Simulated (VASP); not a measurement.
Given:

```xyz
4
Lattice="2.2228 -3.8245 0.0000 2.2228 3.8245 0.0000 0.0000 0.0000 4.5561" Properties=species:S:1:pos:R:3 pbc="T T T"
Ga     2.2228     2.6355     4.1828
Ga     2.2228     1.1891     1.9047
Ga     2.2228    -1.1891     2.6514
Ga     2.2228    -2.6355     0.3733
```

Level of theory: PBE GGA with D3 dispersion (Becke-Johnson damping), VASP's PBE PAW potentials (set 64) (plane waves; VASP 6.6.1). Numerical set-up: 520 eV cut-off, 9×9×8 Γ-centred mesh, tetrahedra with Blöchl corrections, potentials Ga_d.

The cores are frozen, which limits the accuracy of field gradients.

Task: Give the principal components of the electric field gradient (V/Å²) and the asymmetry η at each nucleus.

Result: 
| atom | Vxx | Vyy | Vzz | η |
|---|---|---|---|---|
| Ga1 | 19.8 | 19.5 | -39.3 | 0.01 |
| Ga2 | 19.8 | 19.5 | -39.3 | 0.01 |
| Ga3 | 19.8 | 19.5 | -39.3 | 0.01 |
| Ga4 | 19.8 | 19.5 | -39.3 | 0.01 |

The compound is Ga in the alpha structure. It was relaxed first.
